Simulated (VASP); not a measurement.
# MgO (Periclase) with PBEsol + D3(BJ): from relaxation to properties, part 2 of 4

What structure and properties does PBEsol + D3(BJ) give MgO (Periclase), and how near are they to the measured ones? The start is a cell from a database of measured crystal structures.

VASP 6.6.1; PBEsol with D3(BJ); plane waves and PAW (Mg, O).

So far, gap on the k-mesh (eV): step 2 (full relaxation (PBEsol + D3(BJ))) 4.92. The relaxed cell has a = 4.172 Å (conventional setting).

The database entry behind the starting cell differs from later determinations by our own check (about 0.1 % long), so it need not match the best structure at ambient conditions.

## 4. Density, ELF and potential (PBEsol + D3(BJ))

A single point on the relaxed cell gives a clean self-consistent state, with density, ELF and potential written out.

INCAR

```
SYSTEM = MgO
PREC = Accurate
ENCUT = 520
EDIFF = 1E-06
NELM = 100
ISMEAR = 0
SIGMA = 0.05
LREAL = .FALSE.
ALGO = Normal
GGA = PS
IVDW = 12
NBANDS = 10
LORBIT = 11
LWAVE = .FALSE.
LCHARG = .TRUE.
ISIF = 2
LELF = .TRUE.
LVHAR = .TRUE.
```

POSCAR

```
MgO
1.0
    0.0000000000      2.0858163861      2.0858163861
    2.0858163861      0.0000000000      2.0858163861
    2.0858163861      2.0858163861      0.0000000000
Mg O
1 1
Direct
    0.0000000000      0.0000000000      0.0000000000
    0.5000000000      0.5000000000      0.5000000000
```

KPOINTS

```
Automatic mesh
0
Gamma
11 11 11
0 0 0
```

The projector-augmented-wave data sets are Mg and O (PBE family, release 64).

The run is started by

```sh
$ mpirun -np 2 vasp_std
```

Log:

```text
[banner, memory and clock lines left out]
running    2 mpi-ranks, on    1 nodes
 distrk:  each k-point on    2 cores,    1 groups
 distr:  one band on    1 cores,    2 groups

 POSCAR found type information on POSCAR MgO
 POSCAR found :  2 types and       2 ions
 [... a notice as in an earlier step ...]

 LDA part: xc-table for (Slater+PW92), standard interpolation
 POSCAR, INCAR and KPOINTS ok, starting setup
 FFT: planning ... GRIDC
 FFT: planning ... GRID_SOFT
 FFT: planning ... GRID
 WAVECAR not read
 entering main loop
       N       E                     dE             d eps       ncg     rms          rms(c)
[... 4 cycles as in an earlier step ...]
DAV:   5    -0.138983986823E+02   -0.42164E-05   -0.42164E-05  1260   0.544E-02    0.670E+00
DAV:   6    -0.125405808929E+02    0.13578E+01   -0.77070E+00  1144   0.166E+01    0.216E+00
DAV:   7    -0.125179561785E+02    0.22625E-01   -0.39818E-02  1194   0.204E+00    0.129E+00
DAV:   8    -0.125049419462E+02    0.13014E-01   -0.20427E-02  1138   0.180E+00    0.185E-01
[... 1 cycle as in an earlier step ...]
DAV:  10    -0.125047266889E+02    0.51313E-04   -0.34283E-04  1206   0.149E-01    0.518E-03
DAV:  11    -0.125047277526E+02   -0.10637E-05   -0.43222E-06  1184   0.153E-02    0.309E-03
DAV:  12    -0.125047281652E+02   -0.41261E-06   -0.95454E-08   608   0.359E-03
   1 F= -.13018653E+02 E0= -.13018653E+02  d E =-.535858E-19
```

Elapsed: 17 s, on 2 MPI ranks of AMD EPYC 7R43, shared host; peak memory 0.21 GiB; 32 s of CPU time.

From OUTCAR (step 4):

```text
The static configuration has the point symmetry O_h .

 Found     56 irreducible k-points:

   NELECT =       8.0000    total number of electrons

 E-fermi :   3.5825

 Edisp (eV)   -0.51392

  Total       0.00074     0.00074     0.00074    -0.00000    -0.00000     0.00000
  in kB       0.06551     0.06551     0.06551    -0.00000    -0.00000     0.00000
  external pressure =        0.07 kB  Pullay stress =        0.00 kB

 POSITION                                       TOTAL-FORCE (eV/Angst)
 -----------------------------------------------------------------------------------
      0.00000      0.00000      0.00000        -0.000000     -0.000000      0.000000
      2.08582      2.08582      2.08582         0.000000      0.000000      0.000000
 -----------------------------------------------------------------------------------
    total drift:                               -0.000000     -0.000000      0.000000

[... 18 parts as in an earlier step ...]
```

This step gave:

| Quantity | Value |
| --- | --- |
| SCF cycles | 12 |

Valence electrons inside each PAW sphere by angular momentum. Sphere charges, by row:

```
atom  s (e)  p (e)  d (e)  tot (e)
 Mg1  0.154  0.191  0.086    0.431
  O2  1.538  3.558      0    5.096
```

Electrostatic potential energy in the ac plane of the conventional cell at fractional y = 0.000, with atoms of Mg and O within 0.2 Å of it. With pseudopotentials it is smooth inside the atoms' cores, unlike the true potential.

Values in eV, 14 rows by 14 columns, each cell a mean:
```
-23 -19 -13  -3   0 -20 -49 -50 -39  -6   0  -7 -16 -21
-17 -15  -8  -1   2  -2 -20 -26 -11   1   1  -3 -11 -16
 -8  -6  -2   1   2   2   0  -1   1   2   2   0  -3  -7
 -1   0   2   2   1  -1  -3  -4  -2   0   2   2   1   0
-10  -2   2   2  -2  -8 -13 -14 -11  -5   0   2   1  -6
-44 -27  -2   0  -6 -15 -19 -20 -18 -11  -2   1 -11 -39
-46 -44 -10  -1  -8 -17 -23 -24 -20 -14  -4  -1 -26 -50
-50 -39  -6   0  -7 -16 -21 -23 -19 -13  -3   0 -20 -49
-26 -11   1   1  -3 -11 -16 -17 -15  -8  -1   2  -2 -20
 -1   1   2   2   0  -3  -7  -8  -6  -2   1   2   2   0
 -4  -2   0   2   2   1   0  -1   0   2   2   1  -1  -3
-14 -11  -5   0   2   1  -6 -10  -2   2   2  -2  -8 -13
-20 -18 -11  -2   1 -11 -39 -44 -27  -2   0  -6 -15 -19
-24 -20 -14  -4  -1 -26 -50 -46 -44 -10  -1  -8 -17 -23
```
Columns run along a (4.2 Å; values clipped at the 3rd and 97th percentile), rows up along c (4.2 Å), edges of the conventional cell, whose origin can differ from the input's. Atoms in or near the plane, at fractional coordinates: Mg at (0.00, 0.00), Mg at (0.50, 0.50), O at (0.50, 0.00), O at (0.00, 0.50).

ELF in the ac plane of the conventional cell at fractional y = 0.000, with atoms of Mg and O within 0.2 Å of it. It is the smooth field of the valence electrons, not physical close to the nuclei.

Ten even steps from '0' (0.00) to '9' (0.81), each cell a mean:
```
00169987998400
00137999985200
43114799862124
87421366521258
99741112102689
89973000015899
58984000026997
79984000016998
99852000013799
98621244311479
65212588742136
21026899974111
00158998997300
00269975898400
```
Columns run along a (4.2 Å), rows up along c (4.2 Å), edges of the conventional cell, whose origin can differ from the input's. Atoms in or near the plane, at fractional coordinates: Mg at (0.00, 0.00), Mg at (0.50, 0.50), O at (0.50, 0.00), O at (0.00, 0.50).

Valence density in the ac plane of the conventional cell at fractional y = 0.000, with atoms of Mg and O within 0.2 Å of it. It is the smooth field of the valence electrons, not physical close to the nuclei.

Ten even steps from '_' (0.0 e/Å³) to '@' (7.5 e/Å³), each cell a mean:
```
__________::##%%++..________
__________..::--::__________
______________..____________
____________________________
::..______________________..
**--..__________________::++
@@**::________________..--%%
%%++..__________________::##
--::____________________..::
..__________________________
____________________________
____________..::..__________
__________::++**--..________
________..--%%@@**::________
```
Columns run along a (4.2 Å), rows up along c (4.2 Å), edges of the conventional cell, whose origin can differ from the input's. Atoms in or near the plane, at fractional coordinates: Mg at (0.00, 0.00), Mg at (0.50, 0.50), O at (0.50, 0.00), O at (0.00, 0.50).

In this run the pressure is 0.01 GPa, small enough to go on.

## 5. Bands along the symmetry lines (PBEsol + D3(BJ))

Levels along the symmetry lines show where the bands peak and cross; KPOINTS_OPT computes them in the converged potential.

INCAR

```
SYSTEM = MgO
PREC = Accurate
ENCUT = 520
EDIFF = 1E-06
NELM = 100
ISMEAR = 0
SIGMA = 0.05
LREAL = .FALSE.
ALGO = Normal
GGA = PS
IVDW = 12
NBANDS = 16
LORBIT = 11
LWAVE = .FALSE.
LCHARG = .FALSE.
KPAR = 2
```

POSCAR is that of step 4.

KPOINTS is that of step 4.

KPOINTS_OPT

```
Line mode
16
Line-mode
Reciprocal
  0.00000000   0.00000000   0.00000000 GAMMA
  0.50000000   0.00000000   0.50000000 X

  0.50000000   0.00000000   0.50000000 X
  0.50000000   0.25000000   0.75000000 W

  0.50000000   0.25000000   0.75000000 W
  0.37500000   0.37500000   0.75000000 K

  0.37500000   0.37500000   0.75000000 K
  0.00000000   0.00000000   0.00000000 GAMMA

  0.00000000   0.00000000   0.00000000 GAMMA
  0.50000000   0.50000000   0.50000000 L

  0.50000000   0.50000000   0.50000000 L
  0.62500000   0.25000000   0.62500000 U

  0.62500000   0.25000000   0.62500000 U
  0.50000000   0.25000000   0.75000000 W

  0.50000000   0.25000000   0.75000000 W
  0.50000000   0.50000000   0.50000000 L

  0.50000000   0.50000000   0.50000000 L
  0.37500000   0.37500000   0.75000000 K

  0.62500000   0.25000000   0.62500000 U
  0.50000000   0.00000000   0.50000000 X
```

The run is started by

```sh
$ mpirun -np 2 vasp_std
```

Log:

```text
[... set-up lines as in an earlier step ...]
 entering main loop
       N       E                     dE             d eps       ncg     rms          rms(c)
DAV:   1     0.160180871698E+02    0.16018E+02   -0.42423E+03  1944   0.444E+02
DAV:   2    -0.132723206769E+02   -0.29290E+02   -0.28549E+02  2440   0.115E+02
DAV:   3    -0.138971188032E+02   -0.62480E+00   -0.62452E+00  2136   0.136E+01
DAV:   4    -0.138983953204E+02   -0.12765E-02   -0.12765E-02  2304   0.701E-01
DAV:   5    -0.138983986887E+02   -0.33683E-05   -0.33683E-05  2136   0.337E-02    0.670E+00
DAV:   6    -0.125374600889E+02    0.13609E+01   -0.63202E+00  1984   0.103E+01    0.209E+00
DAV:   7    -0.125186344120E+02    0.18826E-01   -0.55397E-02  2096   0.151E+00    0.132E+00
DAV:   8    -0.125054942201E+02    0.13140E-01   -0.25809E-02  1984   0.127E+00    0.298E-01
DAV:   9    -0.125048201136E+02    0.67411E-03   -0.97724E-04  2304   0.167E-01    0.138E-01
DAV:  10    -0.125047261236E+02    0.93990E-04   -0.30077E-04  2008   0.104E-01    0.650E-03
DAV:  11    -0.125047280188E+02   -0.18952E-05   -0.68625E-06  2304   0.132E-02    0.365E-03
DAV:  12    -0.125047281698E+02   -0.15101E-06   -0.16785E-07  1088   0.249E-03
   1 F= -.13018653E+02 E0= -.13018653E+02  d E =-.385254E-23
 Start KPOINTS_OPT (optional k-point list driver)
k-point batch [1-56\160]
       N       E                     dE             ncg
DAV:   1     0.525917168978E+03   -0.18515E+05     1960
DAV:   2    -0.101051709701E+04   -0.15364E+04     2400
DAV:   3    -0.104140880740E+04   -0.30892E+02     2384
DAV:   4    -0.104147180729E+04   -0.63000E-01     2256
DAV:   5    -0.104147198051E+04   -0.17323E-03     2392
DAV:   6    -0.104147198110E+04   -0.58493E-06     2040
[...]
k-point batch [113-160\160]
       N       E                     dE             ncg
DAV:   1     0.378450041762E+04   -0.17467E+05     1688
DAV:   2     0.250957498190E+04   -0.12749E+04     2168
DAV:   3     0.248616164672E+04   -0.23413E+02     1832
DAV:   4     0.248611018570E+04   -0.51461E-01     1864
DAV:   5     0.248611004586E+04   -0.13984E-03     1864
DAV:   6     0.248611004543E+04   -0.43607E-06     1704
```

The job ended after 50 s (2 MPI ranks; peak memory 0.27 GiB; 97 s of CPU time).

OUTCAR, selected parts (step 5):

```text
   k-points           NKPTS =     56   k-points in BZ     NKDIM =     56   number of bands    NBANDS=     16

   NELECT =       8.0000    total number of electrons

 E-fermi :   3.6206

 k-point     1 :       0.0000    0.0000    0.0000
  band No.  band energies     occupation
      1     -14.0710      2.00000
      2       3.2880      2.00000
      3       3.2880      2.00000
      4       3.2880      2.00000
      5       8.2068      0.00000
      6      19.0801      0.00000
      7      19.0801      0.00000
      8      19.0801      0.00000
      9      22.9993      0.00000
    ...

 Edisp (eV)   -0.51392

  Total       0.00047     0.00047     0.00047     0.00000    -0.00000     0.00000
  in kB       0.04124     0.04124     0.04124     0.00000    -0.00000     0.00000
  external pressure =        0.04 kB  Pullay stress =        0.00 kB

 POSITION                                       TOTAL-FORCE (eV/Angst)
 -----------------------------------------------------------------------------------
      0.00000      0.00000      0.00000         0.000000      0.000000     -0.000000
      2.08582      2.08582      2.08582        -0.000000     -0.000000      0.000000
 -----------------------------------------------------------------------------------
    total drift:                               -0.000000     -0.000000      0.000000

  FREE ENERGIE OF THE ION-ELECTRON SYSTEM (eV)
  ---------------------------------------------------
  free  energy   TOTEN  =       -13.0186525531 eV

  energy  without entropy=      -13.0186525531  energy(sigma->0) =      -13.01865255

[... 13 parts as in an earlier step ...]

[... 3 further parts left out ...]
```

This step gave:

```
bands                             : 16
Fermi energy                      : 3.621 eV
pressure                          : 0.004124 GPa
least gap on mesh and path        : 4.919 eV
least direct gap on mesh and path : 4.919 eV
```

Electronic bands along the path, in eV, zero at the valence-band top; v1 is the highest filled band, c1 the lowest empty one:

```
          point     v3     v2     v1     c1     c2
              Γ   0.00   0.00   0.00   4.92  15.79
0.53 of the way  -2.92  -0.84  -0.84   8.56  10.77
              X  -4.27  -1.41  -1.41   8.95  10.19
0.53 of the way  -3.92  -2.06  -1.66  10.02  11.20
              W  -3.10  -3.10  -1.85  11.69  11.69
0.47 of the way  -3.49  -2.83  -1.56  10.73  12.20
              K  -3.66  -2.83  -1.20  10.06  12.02
0.53 of the way  -2.85  -1.09  -0.37   8.07  12.09
              Γ   0.00   0.00   0.00   4.92  15.79
0.47 of the way  -2.52  -0.33  -0.33   7.10  12.71
              L  -4.81  -0.70  -0.70   7.93  12.83
0.53 of the way  -4.26  -1.94  -0.92   9.46  12.43
              U  -3.66  -2.83  -1.20  10.06  12.02
0.53 of the way  -3.49  -2.83  -1.56  10.73  12.20
              W  -3.10  -3.10  -1.85  11.69  11.69
0.47 of the way  -4.09  -2.15  -1.09   9.92  12.29
              L  -4.81  -0.70  -0.70   7.93  12.83
0.53 of the way  -4.26  -1.94  -0.92   9.46  12.43
              K  -3.66  -2.83  -1.20  10.06  12.02
      jump to U  -3.66  -2.83  -1.20  10.06  12.02
0.53 of the way  -4.13  -1.83  -1.36   9.34  10.64
              X  -4.27  -1.41  -1.41   8.95  10.19
```

Of the projections kept (Mg, O), the largest for each band there; the rest of the weight can lie on other orbitals:

```
point      v3      v2      v1       c1       c2
    Γ  O 0.98  O 0.98  O 0.98   O 0.53  Mg 1.00
    X  O 0.83  O 0.93  O 0.93  Mg 1.00  Mg 0.90
    W  O 0.87  O 0.87  O 0.89   O 0.68   O 0.68
    K  O 0.85  O 0.86  O 0.94  Mg 0.66  Mg 0.68
    Γ  O 0.98  O 0.98  O 0.98   O 0.53  Mg 1.00
    L  O 0.78  O 0.95  O 0.95  Mg 0.61   O 0.73
```

The electronic bands as a text plot (rows in eV, shown from -4.8 to 9.8 only):

```
    9.5 |      +   +        +                        +     +  ++
    8.9 |     + +++          +              +         +   +     +
    8.3 |    +                             +           + +
    7.7 |   +                 +        ++++             +
    7.1 |                      +      +
    6.5 |  +                         +
    5.9 | +                     +   +
    5.3 |+                       + +
    4.7 |                         +
    4.0 |
    3.4 |
    2.8 |
    2.2 |
    1.6 |
    1.0 |
    0.4 |
   -0.2 |***                 ***********
   -0.8 | * ***          **** ***   *   *******      ********
   -1.5 |  *   ******  **    *              *  *** ** *   *  ****
   -2.1 |   *      ****     *  *     *            *  *     *   *
   -2.7 |    *       ****  *  *              ***** **       ***
   -3.3 |     *      *** **  *        *         ****
   -3.9 |      **  **   *  **          *     ***    *       ****
   -4.5 |        **                     *****        *******    *
         Γ       X    W  K        Γ      L     U  W     L   K|U X
```

The path finds the gap of the mesh within 0.02 eV, so the mesh comes close to both band edges.

## 6. Total and projected DOS (PBEsol + D3(BJ))

A density of states needs more k-points than a total energy; ISMEAR = -5 takes tetrahedra, and LORBIT projects the states on the PAW spheres. The mesh is finer than in the run before.

Edit INCAR of step 5 so:

```diff
@@ -5,3 +5,3 @@
 NELM = 100
-ISMEAR = 0
+ISMEAR = -5
 SIGMA = 0.05
@@ -16 +16,2 @@
 KPAR = 2
+NEDOS = 2001
```

POSCAR is that of step 5.

KPOINTS

```
Automatic mesh
0
Gamma
16 16 16
0 0 0
```

The run is started by

```sh
$ mpirun -np 2 vasp_std
```

Log:

```text
[... set-up lines as in an earlier step ...]
 entering main loop
       N       E                     dE             d eps       ncg     rms          rms(c)
DAV:   1     0.161423842789E+02    0.16142E+02   -0.43278E+03  5136   0.446E+02
DAV:   2    -0.133391676936E+02   -0.29482E+02   -0.28757E+02  6336   0.117E+02
DAV:   3    -0.138972717701E+02   -0.55810E+00   -0.55788E+00  5512   0.129E+01
DAV:   4    -0.138983840424E+02   -0.11123E-02   -0.11123E-02  6032   0.649E-01
DAV:   5    -0.138983869418E+02   -0.28993E-05   -0.28993E-05  5568   0.309E-02    0.670E+00
DAV:   6    -0.125373971896E+02    0.13610E+01   -0.63182E+00  5080   0.103E+01    0.209E+00
DAV:   7    -0.125186234794E+02    0.18774E-01   -0.55882E-02  5536   0.151E+00    0.132E+00
DAV:   8    -0.125054884607E+02    0.13135E-01   -0.25850E-02  5192   0.127E+00    0.299E-01
DAV:   9    -0.125048110535E+02    0.67741E-03   -0.98041E-04  6000   0.167E-01    0.139E-01
DAV:  10    -0.125047158682E+02    0.95185E-04   -0.30549E-04  5192   0.105E-01    0.656E-03
DAV:  11    -0.125047178566E+02   -0.19884E-05   -0.69203E-06  5920   0.133E-02    0.368E-03
DAV:  12    -0.125047180187E+02   -0.16212E-06   -0.16995E-07  2856   0.251E-03
   1 F= -.13018642E+02 E0= -.13018642E+02  d E =0.000000E+00
```

Elapsed: 38 s, on 2 MPI ranks; peak memory 0.3 GiB; 74 s of CPU time.

Parts of OUTCAR (step 6):

```text
   k-points           NKPTS =    145   k-points in BZ     NKDIM =    145   number of bands    NBANDS=     16

   NELECT =       8.0000    total number of electrons

 E-fermi :   3.3034

 k-point     2 :       0.0625    0.0000    0.0000
  band No.  band energies     occupation
      1     -14.0261      2.00000
      2       3.0045      2.00000
      3       3.2590      2.00000
      4       3.2590      2.00000
      5       8.4764      0.00000
      6      18.4590      0.00000
      7      19.1828      0.00000
      8      19.1828      0.00000
      9      23.8288      0.00000
    ...

 Edisp (eV)   -0.51392

  Total       0.00045     0.00045     0.00045     0.00000     0.00000     0.00000
  in kB       0.03974     0.03974     0.03974     0.00000     0.00000     0.00000
  external pressure =        0.04 kB  Pullay stress =        0.00 kB

 POSITION                                       TOTAL-FORCE (eV/Angst)
 -----------------------------------------------------------------------------------
      0.00000      0.00000      0.00000         0.000000      0.000000      0.000000
      2.08582      2.08582      2.08582         0.000000      0.000000      0.000000
 -----------------------------------------------------------------------------------
    total drift:                               -0.000000     -0.000000      0.000000

  FREE ENERGIE OF THE ION-ELECTRON SYSTEM (eV)
  ---------------------------------------------------
  free  energy   TOTEN  =       -13.0186424019 eV

  energy  without entropy=      -13.0186424019  energy(sigma->0) =      -13.01864240

[... 9 parts as in an earlier step ...]

[... 7 further parts left out ...]
```

Numbers from this step:

- irreducible k-points: 145
- Fermi energy: 3.303 eV
- pressure: 0.003974 GPa

The density of states has structure finer than the step of the table below, so its rows give means over 1 eV, whole bins alone (the curve runs from -12.0 to 12.8 eV). Peaks (eV: height): total -3.9: 2.43, -0.7: 2.82, 9.7: 0.950, 12.2: 1.53; O p -3.9: 1.14, -0.7: 1.97, 12.2: 0.477; Mg p -3.9: 0.102, -1.4: 0.0768, 9.8: 0.0691, 11.9: 0.0592; Mg s -3.8: 0.121, 11.9: 0.102, 12.7: 0.191; O s -3.7: 0.0278, 8.1: 0.0566.

States under -12.0 eV and over 12.8 eV are left out. Table of density of states by energy, zero at the valence-band top; means over each step; values in states/eV/cell:

```
energy (eV)    total      O p     Mg p     Mg s      O s
         -6        0        0        0        0        0
         -5   0.0709   0.0310   3.7e-4  0.00708   2.1e-4
         -4     1.38    0.643   0.0480   0.0758   0.0136
         -3    0.673    0.344   0.0228   0.0267   0.0119
         -2     1.07    0.632   0.0409   0.0148  0.00666
         -1     2.41     1.63   0.0502  0.00879  0.00272
          0    0.388    0.282  0.00536   1.3e-4   1.6e-4
          1        0        0        0        0        0
          2        0        0        0        0        0
          3        0        0        0        0        0
          4        0        0        0        0        0
          5  0.00762   4.7e-4   6.5e-5  0.00167  0.00186
          6   0.0473  0.00605  0.00103  0.00897  0.00998
          7    0.111   0.0194  0.00475   0.0174   0.0196
          8    0.332   0.0464   0.0334   0.0285   0.0447
          9    0.538   0.0790   0.0515   0.0325   0.0497
         10    0.874    0.119   0.0624   0.0540   0.0422
         11    0.629    0.108   0.0234   0.0692   0.0149
         12     1.23    0.338   0.0424   0.0930  0.00540
```

The gap on this mesh is 4.92 eV. In the top eV of the valence band the largest shares in the PAW spheres are O p 70 %; in the lowest eV of the conduction band, O s 23 %, Mg s 21 % and O p 9 %. The rest lies in smaller channels or between the spheres.

(Continued in part 3 of 4.)

[Lines on the potential files, build, host, timing and source positions are cut from VASP's logs without a mark.]

[Logs are printed without paths, hosts, clocks, repeated set-up lines and the standing remarks that a program may print on its own settings, such as how far it seeks lower states.]

[Hosts, paths, dates, database ids (printed as entryN), source tags and the programs' standing remarks are cut or masked in the printed files.]

[A measured line is paired with the nearest computed mode of its activity, which favours agreement.]
